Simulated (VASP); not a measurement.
Level of theory: PBEsol GGA, VASP's PBE PAW potentials (set 64) (plane waves; VASP 6.6.1).

The input files of a VASP run:

### KPOINTS
```
Automatic mesh
0
gamma
16 16 8
0 0 0
```

**POSCAR**
```
Zn
1
    1.2781885889    -2.2138880850    -0.0000000000
    1.2781885889     2.2138880850    -0.0000000000
    0.0000000000     0.0000000000     4.5889009731
Zn
2
Direct
  0.3333330000   0.6666670000   0.2500000000
  0.6666670000   0.3333330000   0.7500000000
```

**INCAR**
```
LASPH=.TRUE.   # aspherical one-centre terms
IBRION=2
PSTRESS=100   # kbar
LREAL=.FALSE.   # projection in real space or not
ALGO=Normal   # blocked Davidson
NELM=100   # most electronic steps
NSW=40
SYSTEM=Zn
ISIF=3
SIGMA=0.1
LWAVE=.FALSE.
EDIFFG=-0.02
ISMEAR=1   # Methfessel-Paxton
LMAXMIX=4   # l cut-off of mixed one-centre charges
EDIFF=1E-6
LCHARG=.FALSE.
GGA=PS   # PBEsol
ENCUT=500   # plane-wave cut-off (eV)
PREC=Accurate
```

POTCAR, in this order: Zn (PBE.64 set). Program: vasp_std.

Output of the run:

File OSZICAR:
```
       N       E                     dE             d eps       ncg     rms          rms(c)
DAV:   1     0.907108302837E+02    0.90711E+02   -0.12646E+04  4968   0.243E+03
DAV:   2    -0.118380614661E+01   -0.91895E+02   -0.90355E+02  4912   0.297E+02
DAV:   3    -0.350214364527E+01   -0.23183E+01   -0.23146E+01  5968   0.585E+01
DAV:   4    -0.350780202274E+01   -0.56584E-02   -0.56582E-02  5584   0.283E+00
DAV:   5    -0.350780975089E+01   -0.77282E-05   -0.77279E-05  6024   0.879E-02    0.593E+00
DAV:   6    -0.314297799371E+01    0.36483E+00   -0.16856E+00  4960   0.309E+01    0.399E+00
DAV:   7    -0.312295061721E+01    0.20027E-01   -0.57519E-02  6096   0.468E+00    0.204E+00
DAV:   8    -0.311371373538E+01    0.92369E-02   -0.21218E-03  6848   0.840E-01    0.582E-02
DAV:   9    -0.311366538132E+01    0.48354E-04   -0.26877E-04  6792   0.255E-01    0.255E-02
DAV:  10    -0.311366806834E+01   -0.26870E-05   -0.18408E-05  5624   0.448E-02    0.277E-03
DAV:  11    -0.311366796837E+01    0.99974E-07   -0.74717E-07  3720   0.128E-02
   1 F= -.14926841E+01 E0= -.14926857E+01  d E =-.149268E+01
```

### OUTCAR
```
------------------------ aborting loop because EDIFF is reached ----------------------------------------
  FORCE on cell =-STRESS in cart. coord.  units (eV):
  Direction    XX          YY          ZZ          XY          YZ          ZX
  --------------------------------------------------------------------------------------
  Total        1.6179286      1.6179293      1.5852217      0.0000000     -0.0000000      0.0000000
  in kB       99.8115152     99.8115609     97.7938004      0.0000000     -0.0000000      0.0000000
  external PRESSURE =      -0.8610412 kB  Pullay stress =     100.0000000 kB
  volume of cell :       25.97
      direct lattice vectors                 reciprocal lattice vectors
     1.278188589 -2.213888085  0.000000000     0.391178582 -0.225847008  0.000000000
     1.278188589  2.213888085  0.000000000     0.391178582  0.225847008  0.000000000
     0.000000000  0.000000000  4.588900973     0.000000000  0.000000000  0.217917102
 POSITION                                       TOTAL-FORCE (eV/Angst)
 -----------------------------------------------------------------------------------
      1.27819      0.73796      1.14723        -0.000000     -0.000000      0.000000
      1.27819     -0.73796      3.44168         0.000000      0.000000      0.000000
 -----------------------------------------------------------------------------------
    total drift:                               -0.000012      0.000055      0.000004
  FREE ENERGIE OF THE ION-ELECTRON SYSTEM (eV)
  ---------------------------------------------------
  free  energy   TOTEN  =        -3.1136679684 eV

  energy  without entropy=       -3.1136728082  energy(sigma->0) =       -3.11366958
  enthalpy is  TOTEN    =        -1.4926840805 eV   P V=        1.6209838879

 reached required accuracy - stopping structural energy minimisation
```
(Selected blocks of OUTCAR.)

The compound is Zn in the hcp structure. It was relaxed first under an external pressure of 10 GPa.
